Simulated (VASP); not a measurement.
Calculation: PBE GGA, VASP's PBE PAW potentials (set 64) (plane waves; VASP).

VASP input:

File KPOINTS:
```
Regular mesh
0
Monkhorst-Pack
  9 9 9
```

**INCAR**
```
SYSTEM = PbSe
PREC = Accurate; ENCUT = 400; LREAL = .FALSE.
LASPH = .TRUE.
EDIFF = 1E-6; NELM = 100; ALGO = Normal
LMAXMIX = 4
ISMEAR = 0; SIGMA = 0.05
GGA = PE
ISIF = 2
LWAVE = .FALSE.; LCHARG = .FALSE.
```

POSCAR:
```
PbSe
1.0
  0.0000000000   3.0600000000   3.0600000000
  3.0600000000   0.0000000000   3.0600000000
  3.0600000000   3.0600000000   0.0000000000
Pb Se
1 1
Cartesian
  0.0000000000   0.0000000000   0.0000000000
  3.0600000000   3.0600000000   3.0600000000
```

POTCAR, in this order: Pb_d Se (PBE.64 set). Program: vasp_std.

Question: Estimate the energy per atom (σ→0), pressure.

Answer: 
```json
{
  "energy per atom (σ→0)": "-4.089 eV/atom",
  "pressure": "2.41 GPa"
}
```

File OSZICAR:
```
...
DAV:   6    -0.817926270291E+01    0.28611E+00   -0.75580E-01  1404   0.700E+00    0.159E+00
DAV:   7    -0.817454250664E+01    0.47202E-02   -0.12598E-01  1092   0.198E+00    0.861E-01
DAV:   8    -0.817790430466E+01   -0.33618E-02   -0.13173E-02  1088   0.152E+00    0.145E-01
DAV:   9    -0.817753162611E+01    0.37268E-03   -0.24801E-03  1470   0.589E-01    0.532E-02
DAV:  10    -0.817760267020E+01   -0.71044E-04   -0.20624E-04  1052   0.107E-01    0.199E-02
DAV:  11    -0.817760834156E+01   -0.56714E-05   -0.79205E-05  1254   0.104E-01    0.734E-03
DAV:  12    -0.817760846365E+01   -0.12209E-06   -0.47112E-06  1190   0.167E-02
   1 F= -.81776085E+01 E0= -.81776085E+01  d E =-.207743E-13
```

The compound is PbSe in the rock salt structure. The cell was not relaxed at this level. The run is one of a series of settings (KPOINTS 9×9×9 Monkhorst-Pack mesh against the base run), some of them coarse on purpose.
